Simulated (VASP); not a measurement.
Level of theory: PBEsol GGA, VASP's PBE PAW potentials (set 64) (plane waves; VASP).

Input for VASP

### INCAR
```
SYSTEM=YS
PREC=Accurate; ENCUT=300; LREAL=.False.
LASPH=.True.
EDIFF=1E-6; NELM=100; ALGO=Normal
LMAXMIX=4
ISMEAR=-1; SIGMA=0.1
GGA=PS
ISIF=2
LWAVE=.False.; LCHARG=.False.
```

File KPOINTS:
```
Regular mesh
0
Gamma
5 5 5
```

POSCAR:
```
YS
1
    0.0000000000     2.7436500000     2.7436500000
    2.7436500000     0.0000000000     2.7436500000
    2.7436500000     2.7436500000     0.0000000000
Y S
1 1
Direct
  0.5000000000   0.5000000000   0.5000000000
  0.0000000000   0.0000000000   0.0000000000
```

POTCAR, in this order: Y_sv S (PBE.64 set). Program: vasp_std.

The run wrote:

**OSZICAR**
```
       N       E                     dE             d eps       ncg     rms          rms(c)
DAV:   1     0.441247846059E+02    0.44125E+02   -0.58803E+03   248   0.831E+02
DAV:   2    -0.127034529354E+02   -0.56828E+02   -0.52956E+02   328   0.202E+02
DAV:   3    -0.162215352201E+02   -0.35181E+01   -0.35078E+01   388   0.390E+01
DAV:   4    -0.162576845718E+02   -0.36149E-01   -0.35353E-01   324   0.400E+00
DAV:   5    -0.162581775533E+02   -0.49298E-03   -0.49262E-03   320   0.419E-01    0.270E+01
DAV:   6    -0.155635742070E+02    0.69460E+00   -0.16689E+00   272   0.819E+00    0.196E+01
DAV:   7    -0.155128826746E+02    0.50692E-01   -0.70148E-01   372   0.549E+00    0.614E+00
DAV:   8    -0.155001353666E+02    0.12747E-01   -0.12521E-01   268   0.241E+00    0.573E-01
DAV:   9    -0.154994309237E+02    0.70444E-03   -0.88835E-03   308   0.643E-01    0.214E-01
DAV:  10    -0.154994063133E+02    0.24610E-04   -0.38557E-04   360   0.166E-01    0.115E-01
DAV:  11    -0.154994038471E+02    0.24662E-05   -0.14637E-04   300   0.902E-02    0.698E-02
DAV:  12    -0.154994003982E+02    0.34489E-05   -0.14666E-05   296   0.317E-02    0.211E-02
DAV:  13    -0.154994006085E+02   -0.21038E-06   -0.37965E-07   208   0.574E-03
   1 F= -.15499401E+02 E0= -.15481399E+02  d E =-.360034E-01
```

OUTCAR:
```
------------------------ aborting loop because EDIFF is reached ----------------------------------------
  FORCE on cell =-STRESS in cart. coord.  units (eV):
  Direction    XX          YY          ZZ          XY          YZ          ZX
  --------------------------------------------------------------------------------------
  Total       -0.4423545     -0.4423545     -0.4423545      0.0000000      0.0000000      0.0000000
  in kB      -17.1579293    -17.1579293    -17.1579293      0.0000000      0.0000000      0.0000000
  external PRESSURE =     -17.1579293 kB  Pullay stress =       0.0000000 kB
  volume of cell :       41.31
      direct lattice vectors                 reciprocal lattice vectors
     0.000000000  2.743650000  2.743650000    -0.182238988  0.182238988  0.182238988
     2.743650000  0.000000000  2.743650000     0.182238988 -0.182238988  0.182238988
     2.743650000  2.743650000  0.000000000     0.182238988  0.182238988 -0.182238988
 POSITION                                       TOTAL-FORCE (eV/Angst)
 -----------------------------------------------------------------------------------
      2.74365      2.74365      2.74365        -0.000000     -0.000000     -0.000000
      0.00000      0.00000      0.00000         0.000000      0.000000      0.000000
 -----------------------------------------------------------------------------------
    total drift:                                0.000000     -0.000000      0.000000
  FREE ENERGIE OF THE ION-ELECTRON SYSTEM (eV)
  ---------------------------------------------------
  free  energy   TOTEN  =       -15.4994006085 eV

  energy  without entropy=      -15.4633972229  energy(sigma->0) =      -15.48139892
```
(Selected blocks of OUTCAR.)

At this cut-off the stress carries a Pulay error, which pulls relaxed volumes low.

The structure comes from a measured YS entry (Fm-3m) of the Crystallography Open Database, whose conditions weren't checked. The cell was not relaxed at this level. The k-mesh is coarse (spacing up to 0.40 per Å, 2π included), so the numbers may not be converged in it. The run is one of a series of settings (GGA = PS, POTCAR Y_sv S (PBE.64 set) against the base run), some of them coarse on purpose. The electron count is odd and the run is not spin-polarised, which forces a metal.
